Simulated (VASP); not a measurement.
# TiNCl with r2SCAN: from relaxation to properties, part 3 of 7

Aim: relax TiNCl with r2SCAN, compute its properties on that cell and hold them against experiment. Left out of this account: 1 further run (core levels: core levels are not valid at this level). The start is a cell from a database of measured crystal structures.

VASP 6.6.1; r2SCAN; plane waves and PAW (Ti_sv, N, Cl).

So far, gap on the k-mesh (eV): step 2 (relaxing cell and atoms (r2SCAN)) 0.913; step 3 (second relaxation) 0.918.

## 4. Single point with fields (r2SCAN)

The relaxed cell gets a fresh self-consistent run, on a basis set for its own volume, to fix the density and to check the remaining stress.

INCAR reads:

```
SYSTEM = TiNCl
PREC = Accurate
ENCUT = 520
EDIFF = 1E-06
NELM = 100
ISMEAR = 0
SIGMA = 0.05
LREAL = .FALSE.
ALGO = Normal
METAGGA = R2SCAN
LASPH = .TRUE.
NBANDS = 30
LORBIT = 11
LWAVE = .FALSE.
LCHARG = .TRUE.
ISIF = 2
LELF = .TRUE.
LVHAR = .TRUE.
```

POSCAR reads:

```
TiNCl
1.0
    3.2650128465      0.0000000000      0.0000000000
    0.0000000000      3.9349764887      0.0000000000
    0.0000000000      0.0000000000      8.0390175310
Ti N Cl
2 2 2
Direct
    0.0000000000      0.5000000000      0.0966246197
    0.5000000000      0.0000000000      0.9033753803
    0.5000000000      0.5000000000      0.9537411180
    0.0000000000      0.0000000000      0.0462588820
    0.5000000000      0.5000000000      0.3243572331
    0.0000000000      0.0000000000      0.6756427669
```

KPOINTS reads:

```
Automatic mesh
0
Gamma
7 6 3
0 0 0
```

PAW data sets: Ti_sv, N and Cl (PBE family, release 64).

Started as:

```console
$ mpirun -np 4 vasp_std
```

The program printed:

```text
[banner, memory and clock lines left out]
running    4 mpi-ranks, on    1 nodes
 distrk:  each k-point on    4 cores,    1 groups
 distr:  one band on    1 cores,    4 groups

 POSCAR found type information on POSCAR TiN Cl
 POSCAR found :  3 types and       6 ions
 [... a notice as in an earlier step ...]

 LDA part: xc-table for (None), standard interpolation
|                                                                             |
|           W    W    AA    RRRRR   N    N  II  N    N   GGGG   !!!           |
|           W    W   A  A   R    R  NN   N  II  NN   N  G    G  !!!           |
|           W    W  A    A  R    R  N N  N  II  N N  N  G       !!!           |
|           W WW W  AAAAAA  RRRRR   N  N N  II  N  N N  G  GGG   !            |
|           WW  WW  A    A  R   R   N   NN  II  N   NN  G    G                |
|           W    W  A    A  R    R  N    N  II  N    N   GGGG   !!!           |
|                                                                             |
|     The number of bands has been changed from the values supplied in        |
|     The orbitals not found in the WAVECAR file will be initialized with     |
|     random numbers, which is usually adequate. For correlated               |
|     calculations, however, you should redo the groundstate calculation.     |
|     I found NBANDS = 30. Now, NBANDS = 32.                                  |
|                                                                             |

 POSCAR, INCAR and KPOINTS ok, starting setup
 FFT: planning ... GRIDC
 FFT: planning ... GRID_SOFT
 FFT: planning ... GRID
 WAVECAR not read
 entering main loop
       N       E                     dE             d eps       ncg     rms          rms(c)
DAV:   1     0.579475494062E+03    0.57948E+03   -0.23545E+04  2048   0.161E+03
DAV:   2    -0.107646386967E+01   -0.58055E+03   -0.55092E+03  2232   0.486E+02
DAV:   3    -0.868989886876E+02   -0.85823E+02   -0.83593E+02  3240   0.169E+02
DAV:   4    -0.940268225526E+02   -0.71278E+01   -0.71115E+01  3208   0.435E+01
DAV:   5    -0.944432115435E+02   -0.41639E+00   -0.41636E+00  2824   0.886E+00    0.291E+01
DAV:   6    -0.669235011566E+02    0.27520E+02   -0.66580E+01  2832   0.797E+01    0.962E+00
DAV:   7    -0.673368294673E+02   -0.41333E+00   -0.89587E+00  2696   0.240E+01    0.709E+00
DAV:   8    -0.673387934651E+02   -0.19640E-02   -0.21151E+00  3080   0.134E+01    0.338E+00
DAV:   9    -0.672604113799E+02    0.78382E-01   -0.34521E-01  2816   0.513E+00    0.137E+00
DAV:  10    -0.672461550240E+02    0.14256E-01   -0.62032E-02  2864   0.238E+00    0.418E-01
DAV:  11    -0.672473375033E+02   -0.11825E-02   -0.55947E-03  2640   0.561E-01    0.133E-01
DAV:  12    -0.672473774912E+02   -0.39988E-04   -0.54888E-04  3016   0.178E-01    0.557E-02
DAV:  13    -0.672474817126E+02   -0.10422E-03   -0.44055E-04  3008   0.129E-01    0.292E-02
DAV:  14    -0.672474697720E+02    0.11941E-04   -0.37860E-05  2592   0.455E-02    0.137E-02
DAV:  15    -0.672474712232E+02   -0.14512E-05   -0.20161E-05  2912   0.356E-02    0.892E-03
DAV:  16    -0.672474701202E+02    0.11030E-05   -0.22819E-06  1904   0.157E-02    0.232E-03
DAV:  17    -0.672474703141E+02   -0.19383E-06   -0.39722E-07  1408   0.566E-03
   1 F= -.67247470E+02 E0= -.67247470E+02  d E =-.308078E-12
```

The job ended after 3.9 min (4 MPI ranks of AMD EPYC 7R43, shared host; peak memory 0.57 GiB; 13 min of CPU time).

From OUTCAR (step 4):

```text
  LATTYP: Found a simple orthorhombic cell.
 ALAT       =     3.2650128465
 B/A-ratio  =     1.2051947952
 C/A-ratio  =     2.4621702606

 Found     32 irreducible k-points:

   k-points           NKPTS =     32   k-points in BZ     NKDIM =     32   number of bands    NBANDS=     32

   ENCUT  =  520.0 eV  38.22 Ry    6.18 a.u.   6.07  7.32 14.95*2*pi/ulx,y,z

   NELECT =      48.0000    total number of electrons

 E-fermi :   3.4986

 k-point     1 :       0.0000    0.0000    0.0000
  band No.  band energies     occupation
    ...
     20       0.8979      2.00000
     21       1.2878      2.00000
     22       1.3776      2.00000
     23       2.3261      2.00000
     24       3.2669      2.00000
     25       4.1852      0.00000
     26       5.2745      0.00000
     27       5.7480      0.00000
     28       5.9236      0.00000
     29       5.9357      0.00000
    ...

 k-point     2 :       0.1429    0.0000    0.0000
  band No.  band energies     occupation
    ...
     20       0.7901      2.00000
     21       0.9270      2.00000
     22       1.5785      2.00000
     23       1.7220      2.00000
     24       2.5063      2.00000
     25       4.8131      0.00000
     26       5.4989      0.00000
     27       5.7263      0.00000
     28       5.9227      0.00000
     29       6.0230      0.00000
    ...

  Total       -0.0348167      0.0164041      0.0079507      0.0000000      0.0000000      0.0000000
  in kB       -0.5400924      0.2544685      0.1233349      0.0000000      0.0000000      0.0000000
  external PRESSURE =      -0.0540963 kB  Pullay stress =       0.0000000 kB

  energy-cutoff  :      520.00
  volume of cell :      103.28
      direct lattice vectors                 reciprocal lattice vectors
     3.265012846  0.000000000  0.000000000     0.306277509  0.000000000  0.000000000
     0.000000000  3.934976489  0.000000000     0.000000000  0.254131125  0.000000000
     0.000000000  0.000000000  8.039017531     0.000000000  0.000000000  0.124393310

 POSITION                                       TOTAL-FORCE (eV/Angst)
 -----------------------------------------------------------------------------------
      0.00000      1.96749      0.77677         0.000000      0.000000     -0.005858
      1.63251      0.00000      7.26225         0.000000      0.000000      0.005858
      1.63251      1.96749      7.66714         0.000000      0.000000     -0.009986
      0.00000      0.00000      0.37188         0.000000      0.000000      0.009986
      1.63251      1.96749      2.60751         0.000000      0.000000     -0.004690
      0.00000      0.00000      5.43150         0.000000      0.000000      0.004690
 -----------------------------------------------------------------------------------
    total drift:                                0.000000     -0.000000      0.000000

  FREE ENERGIE OF THE ION-ELECTRON SYSTEM (eV)
  ---------------------------------------------------
  free  energy   TOTEN  =       -67.2474703141 eV

  energy  without entropy=      -67.2474703141  energy(sigma->0) =      -67.24747031

 total charge
# of ion       s       p       d       tot
------------------------------------------
    1        2.205   6.250   1.788  10.243
    2        2.205   6.250   1.788  10.243
    3        1.283   2.517   0.000   3.800
    4        1.283   2.517   0.000   3.800
    5        1.612   3.564   0.000   5.176
    6        1.612   3.564   0.000   5.176
--------------------------------------------------
tot         10.200  24.663   3.575  38.438

[... 4 parts as in an earlier step ...]

[... 6 further parts left out ...]
```

This step gave:

* SCF cycles: 17
* bands: 32
* free energy (TOTEN): -67.2475 eV
* Fermi energy: 3.499 eV
* pressure: -0.005410 GPa
* gap on the k-mesh: 0.9183 eV
* least direct gap on the k-mesh: 0.9183 eV

Valence electrons inside each PAW sphere by angular momentum. Sphere charges, by row:

| atom | s (e) | p (e) | d (e) | tot (e) |
| --- | --- | --- | --- | --- |
| Ti1 | 2.205 | 6.25 | 1.788 | 10.24 |
| Ti2 | 2.205 | 6.25 | 1.788 | 10.24 |
| N3 | 1.283 | 2.517 | 0 | 3.8 |
| N4 | 1.283 | 2.517 | 0 | 3.8 |
| Cl5 | 1.612 | 3.564 | 0 | 5.176 |
| Cl6 | 1.612 | 3.564 | 0 | 5.176 |

ELF in the ac plane at fractional y = 0.000, with atoms of Ti and N and Cl within 0.2 Å of it. It is the smooth field of the valence electrons, not physical close to the nuclei.

Ten even steps from '0' (0.00) to '9' (0.96), each cell a mean:
```
88863246776423688
65422369999632245
22101479999741012
33211246776421123
77763222222223677
88888631001368888
56899863003689986
24789873003789874
67888862002688887
99998751001578999
98887520000257888
66643100000013466
22100000000000012
00000000000000000
00000000000000000
00000000000000000
00000000000000000
00000000000000000
33210000000000123
77653200000023567
88877520000257788
67888741001478887
13788631001368873
45887311221137885
```
Columns run along a (3.3 Å), rows up along c (8.0 Å). Atoms in or near the plane, at fractional coordinates: Ti at (0.50, 0.90), N at (0.00, 0.05), Cl at (0.00, 0.68).

Valence density in the ac plane at fractional y = 0.000, with atoms of Ti and N and Cl within 0.2 Å of it. It is the smooth field of the valence electrons, not physical close to the nuclei.

Ten steps, logarithmic in the rise over the least value, from '_' (0 e/Å³) to '@' (12 e/Å³), each cell a mean:
```
++++========**##%%%%##**========++
--------==++##@@@@@@@@##++==------
::::::::--**##@@@@@@@@##**--::::::
::::::::--==**##%%%%##**==--::::::
--------------========------------
++++++==----::::::::::::----==++++
++++++++==--::........::--==++++++
..==++++++--::........::--++++++==
++++++++==--::..____..::--==++++++
++++++==--::..________..::--==++++
------::....____________....::----
........____________________......
__________________________________
__________________________________
__________________________________
__________________________________
__________________________________
__________________________________
..________________________________
::::::....________________....::::
======--::....________....::--====
******++--::....____....::--++****
####**++==--::........::--==++**##
####**++==------====------==++**##
```
Columns run along a (3.3 Å), rows up along c (8.0 Å). Atoms in or near the plane, at fractional coordinates: Ti at (0.50, 0.90), N at (0.00, 0.05), Cl at (0.00, 0.68).

Electrostatic potential energy in the ac plane at fractional y = 0.000, with atoms of Ti and N and Cl within 0.2 Å of it. With pseudopotentials it is smooth inside the atoms' cores, unlike the true potential.

Ten even steps from '_' (-70 eV) to '@' (6 eV), each cell a mean:
```
**##%%%%##**==::::::::==**##%%%%##
@@@@%%%%**==::________::==**%%%%@@
@@@@%%%%**==::________::==**%%%%@@
@@@@@@%%##++==::::::::==++##%%@@@@
%%%%%%%%%%%%##**++++**##%%%%%%%%%%
--==++##%%%%%%%%%%%%%%%%%%%%##++==
______--##%%@@@@@@@@@@@@%%##--____
______..**%%@@@@@@@@@@@@%%**..____
______--##@@@@@@@@@@@@@@@@##--____
--==**##@@@@@@@@@@@@@@@@@@@@##**==
@@@@@@@@@@@@@@@@@@@@@@@@@@@@@@@@@@
@@@@@@@@@@@@@@@@@@@@@@@@@@@@@@@@@@
@@@@@@@@@@@@@@@@@@@@@@@@@@@@@@@@@@
@@@@@@@@@@@@@@@@@@@@@@@@@@@@@@@@@@
@@@@@@@@@@@@@@@@@@@@@@@@@@@@@@@@@@
@@@@@@@@@@@@@@@@@@@@@@@@@@@@@@@@@@
@@@@@@@@@@@@@@@@@@@@@@@@@@@@@@@@@@
@@@@@@@@@@@@@@@@@@@@@@@@@@@@@@@@@@
@@@@@@@@@@@@@@@@@@@@@@@@@@@@@@@@@@
@@@@@@@@@@@@@@@@@@@@@@@@@@@@@@@@@@
%%%%@@@@@@@@@@@@@@@@@@@@@@@@@@@@%%
----++%%@@@@@@@@@@@@@@@@@@@@%%++--
==--::**%%%%@@%%%%%%%%@@%%%%**::--
--::--##%%%%##********##%%%%##--::
```
Columns run along a (3.3 Å; values clipped at the 3rd and 97th percentile), rows up along c (8.0 Å). Atoms in or near the plane, at fractional coordinates: Ti at (0.50, 0.90), N at (0.00, 0.05), Cl at (0.00, 0.68).

In this run the pressure is -0.01 GPa, small enough to go on.

(Part 3 of 7 ends here.)

[Lines on the potential files, build, host, timing and source positions are cut from VASP's logs without a mark.]

[Logs are printed without paths, hosts, clocks, repeated set-up lines and the standing remarks that a program may print on its own settings, such as how far it seeks lower states.]

[Hosts, paths, dates, database ids (printed as entryN), source tags and the programs' standing remarks are cut or masked in the printed files.]

[A measured line is paired with the nearest computed mode of its activity, which favours agreement.]
